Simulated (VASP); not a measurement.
An input for Ansatz (written as the equivalent of a VASP run, and not itself run):

Ansatz 0.2 input:
```yaml
crystal:
  lattice:
    - [3.5231428, 0.0000000, 0.0000000]
    - [-1.7615714, 3.0511285, 0.0000000]
    - [0.0000000, 0.0000000, 6.7065732]
  atoms:
    - { symbol: Si, position: [1.0000000, 0.0000000, 0.0000000] }
    - { symbol: Si, position: [1.0000000, 0.0000000, 0.5000000] }
    - { symbol: Sn, position: [0.3333330, 0.6666670, 0.2500000] }
    - { symbol: Sn, position: [0.6666670, 0.3333330, 0.7500000] }
kpoints:
  mp_grid: { grid: [10, 10, 5] }
hamiltonian:
  xc: pbesol
  pseudopotentials: { kind: paw }
scf:
  occupations: { method: methfessel_paxton, width: 0.1 }
  max_iter: 100
relax:
  max_steps: 40
  f_tol: 0.02
  cell: { p_target: 30 }
output: { forces: true, stress: true, eigenvalues: true }
```

Problem. Write the VASP files for the same calculation (PBEsol).

Solution. Several could match; the one computed here: 
**INCAR**
```
ALGO=Normal
EDIFF=1E-6
EDIFFG=-0.02
ENCUT=500
GGA=PS
IBRION=2
ISIF=3
ISMEAR=1
LASPH=.TRUE.
LCHARG=.FALSE.
LMAXMIX=4
LREAL=.FALSE.
LWAVE=.FALSE.
NELM=100
NSW=40
PREC=Accurate
PSTRESS=300
SIGMA=0.1
SYSTEM=SiSn
```

### KPOINTS
```
K-points
0
Gamma
  10 10 5
```

POSCAR:
```
SiSn
1.0
  3.5231428222   0.0000000000   0.0000000000
 -1.7615714111   3.0511285001   0.0000000000
  0.0000000000   0.0000000000   6.7065731638
Si Sn
2 2
Cartesian
  3.5231428222   0.0000000000   0.0000000000
  3.5231428222   0.0000000000   3.3532865819
 -0.0000017616   2.0340866838   1.6766432909
  1.7615731727   1.0170418163   5.0299298728
```

POTCAR, in this order: Si Sn_d (PBE.64 set). Program: vasp_std.

Limits of the translation: each code has its own PAW files, so the cut-off isn't converted (ENCUT is set for VASP's; basis.ecutwfc is left out, and Ansatz then takes the one that its files recommend); Ansatz stops its SCF on the density residual and VASP on the energy change (EDIFF).

The structure was generated: SiSn was put into the NiAs type type (P6_3/mmc), which need not be its known phase. This run relaxes it under an external pressure of 30 GPa. Symmetry was kept, so distortions that lower it aren't found.
